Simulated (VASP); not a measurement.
```
CELL_PARAMETERS angstrom
      0.00000     2.52120     2.52120
      2.52120     0.00000     2.52120
      2.52120     2.52120     0.00000
ATOMIC_POSITIONS crystal
  Rh 0.00000 0.00000 0.00000
  B  0.25000 0.25000 0.25000
  B  0.75000 0.75000 0.75000
```

These are PBE GGA, VASP's PBE PAW potentials (set 64) (plane waves; VASP) values and carry that method's errors. Settings: 520 eV cut-off, 9×9×9 Γ-centred mesh, first-order Methfessel-Paxton smearing of 0.10 eV, potentials Rh_pv B.

Question: Give the stress tensor in GPa (positive for a compressed cell).

Answer: 
```
-6.56   0.00   0.00
 0.00  -6.56   0.00
 0.00   0.00  -6.56
```
The pressure is its mean diagonal, -6.56 GPa.

The structure was generated: B2Rh was put into the fluorite type (Fm-3m), which need not be its known phase. The cell was not relaxed at this level. The electron count is odd and the run is not spin-polarised, which forces a metal.
